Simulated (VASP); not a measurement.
Wanted: the native input for a VASP 6.6.1 run.

```
Task                   : single point
Functional             : PBE
Potentials or basis    : VASP PAW PBE potentials, release 64 (Sr_sv, Zr_sv, O)
Cutoff                 : 520 eV
k mesh                 : 6 × 6 × 10
Occupations            : gaussian, width 0.1 eV
Spin                   : no spin polarisation
Further INCAR settings : ALGO = Normal; EDIFF = 1e-06; NBANDS = 35
```

The structure of SrZr2O3 lies in POSCAR:

```
SrZr2O3
1.0
    5.4820590000      0.0000000000      0.0000000000
   -2.7410290000      4.7476020000      0.0000000000
    0.0000000000      0.0000000000      3.2643800000
Sr Zr O
1 2 3
Direct
    0.0000000000      0.0000000000      0.0000000000
    0.3333330000      0.6666670000      0.5000000000
    0.6666670000      0.3333330000      0.5000000000
    0.5000000000      0.0000000000      0.0000000000
    0.0000000000      0.5000000000      0.0000000000
    0.5000000000      0.5000000000      0.0000000000
```

The cell was built by a generator and needn't be a form met in nature.

One way to write it, as run:

INCAR

```
ALGO = Normal
EDIFF = 1E-6
ENCUT = 520
GGA = PE
ISIF = 2
ISMEAR = 0
LASPH = T
LCHARG = F
LREAL = F
LWAVE = F
NBANDS = 35
NELM = 120
PREC = Accurate
SIGMA = 0.1
```

KPOINTS

```
k-points
0
Gamma
  6 6 10
```

Potentials or basis: VASP PAW PBE potentials, release 64 (Sr_sv, Zr_sv, O).

Launch:

```console
$ cat potpaw_PBE.64/Sr_sv/POTCAR potpaw_PBE.64/Zr_sv/POTCAR potpaw_PBE.64/O/POTCAR > POTCAR
$ mpirun -np 1 vasp_std > vasp.out
```

It gave:

The pressure is 0.0 GPa. The band gap on the k mesh is none (metal or under the smearing width).

It took 96 s on 1 thread of Intel(R) Xeon(R) Platinum 8488C (Sapphire Rapids), with other jobs on the host, peak memory 0.27 GiB.
